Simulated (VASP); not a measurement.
```
Sb
1.0
    4.34309     0.00000     0.00000
   -2.17154     3.76122     0.00000
    0.00000     0.00000     5.27800
Sb
3
Direct
  0.33334   0.00000   0.83333
  0.00000   0.33334   0.16667
  0.66666   0.66666   0.50000
```

The numbers are results of PBEsol GGA, VASP's PBE PAW potentials (set 64) (plane waves; VASP), not measurements. Settings: 400 eV cut-off, 9×9×7 Γ-centred mesh, tetrahedra with Blöchl corrections, potentials Sb.

Without a dispersion term in the relaxation, distances and binding between the weakly bound layers, chains or molecules are unreliable, and so is what depends on them.  Unless said otherwise, spin-orbit coupling is left out, though it shifts the bands of the heavy elements here.

Question: Predict the energy per atom (σ→0), band gap (on the k-mesh) with the smallest direct gap where there is one.

Answer: 
The band gap (on the k-mesh) comes out as none (metal, semimetal or under 0.01 eV) and the energy per atom (σ→0) is -4.534 eV/atom.

Only differences to runs with the same potentials and settings are physical.

The structure was generated: Sb was put into the trigonal-Se type (P3_121), which need not be its known phase. It was relaxed first, which changed the volume by -34 %. The relaxed cell has space group R-3m.
